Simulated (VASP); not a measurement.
A cell of CdF$_{2}$ (fluorite) near equilibrium:

```
CELL_PARAMETERS angstrom
      0.00000     2.70168     2.70168
      2.70168     0.00000     2.70168
      2.70168     2.70168     0.00000
ATOMIC_POSITIONS crystal
  Cd 0.00000 0.00000 0.00000
  F  0.25000 0.25000 0.25000
  F  0.75000 0.75000 0.75000
```

The numbers are results of r2SCAN meta-GGA, VASP's PBE PAW potentials (set 64) (plane waves; VASP), not measurements.

```
run               ΔE (meV/atom)    σxx    σyy    σzz  largest shear component, with its sign (GPa)  largest force (eV/Å)  gap (eV)
----------------  -------------  -----  -----  -----  --------------------------------------------  --------------------  --------
as it is                    0.0  -0.19  -0.19  -0.19                                          0.00                 0.000      3.74
after one change           21.2   1.48   0.44   1.48                                          0.00                 0.846      3.72
```
Stress is in GPa, positive when the cell is compressed; gaps are those on the k-mesh, and 0.00 means metallic.

Q: Name the change that produced these shifts.
(A) biaxial strain of +1.0 % in the xy plane
(B) isotropic strain of -4.0 %
(C) atom 1 (Cd) moved by -0.150 Å along y
(D) isotropic strain of +4.0 %

A: C, atom 1 (Cd) moved by -0.150 Å along y

The compound is CdF2 in the fluorite structure.
